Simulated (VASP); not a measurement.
VASP runs on LaMg2 (space group Fd-3m) share one base input (LDA (Ceperley-Alder, Perdew-Zunger), plane waves, VASP's LDA PAW potentials (set 64)) and change the settings named in each case.

### INCAR
```
ALGO = Normal
EDIFF = 1E-6
ENCUT = 300
ISIF = 2
ISMEAR = 0
LASPH = .True.
LCHARG = .False.
LMAXMIX = 6
LREAL = .False.
LWAVE = .False.
NELM = 100
PREC = Accurate
SIGMA = 0.05
SYSTEM = LaMg2
```

KPOINTS:
```
kpoints
0
gamma
 7 7 7
```

POSCAR:
```
LaMg2
1
    0.0000000000     4.4050000000     4.4050000000
    4.4050000000     0.0000000000     4.4050000000
    4.4050000000     4.4050000000     0.0000000000
La Mg
2 4
Direct
  0.7500000000   0.7500000000   0.7500000000
  0.5000000000   0.5000000000   0.5000000000
  0.1250000000   0.1250000000   0.1250000000
  0.6250000000   0.1250000000   0.1250000000
  0.1250000000   0.1250000000   0.6250000000
  0.1250000000   0.6250000000   0.1250000000
```

POTCAR, in this order: La Mg (LDA.64 set). Program: vasp_std.

| change | E(σ→0) (eV/atom) | pressure (GPa) | −TS (eV) |
|---|---|---|---|
| base run | -3.1627 | -3.40 | -0.0107 |
| GGA = PS, POTCAR La Mg (PBE.64 set) | -3.0305 | ___ | ___ |
| GGA_COMPAT = .FALSE., LNONCOLLINEAR = .TRUE., LSORBIT = .TRUE., MAGMOM = 0.0 0.0 0.0 0.0 0.0 0.0 0.0 0.0 0.0 0.0 0.0 0.0 0.0 0.0 0.0 0.0 0.0 0.0, program vasp_ncl | -3.2646 | ___ | ___ |
| KPOINTS 1×1×1 Γ-centred mesh | -2.5698 | -6.21 | -0.0003 |

Question: Some entries are withheld; supply them.

Answer: 
- GGA = PS, POTCAR La Mg (PBE.64 set), pressure (GPa): -1.67
- GGA = PS, POTCAR La Mg (PBE.64 set), −TS (eV): -0.0105
- GGA_COMPAT = .FALSE., LNONCOLLINEAR = .TRUE., LSORBIT = .TRUE., MAGMOM = 0.0 0.0 0.0 0.0 0.0 0.0 0.0 0.0 0.0 0.0 0.0 0.0 0.0 0.0 0.0 0.0 0.0 0.0, program vasp_ncl, pressure (GPa): -3.42
- GGA_COMPAT = .FALSE., LNONCOLLINEAR = .TRUE., LSORBIT = .TRUE., MAGMOM = 0.0 0.0 0.0 0.0 0.0 0.0 0.0 0.0 0.0 0.0 0.0 0.0 0.0 0.0 0.0 0.0 0.0 0.0, program vasp_ncl, −TS (eV): -0.0108

Energies of different potentials or functionals have different zeros.  At 300 eV the pressure can carry a Pulay error.

Left out are runs that ran out of time, are held back, or changed the cell or the kind of run, fixed moments of cells without a moment, rows past the twelfth, gaps on odd meshes, pressures of charged cells and columns that move by less than the noise.

The structure comes from a measured LaMg2 entry of the Crystallography Open Database, whose conditions weren't checked. The cell was not relaxed at this level.
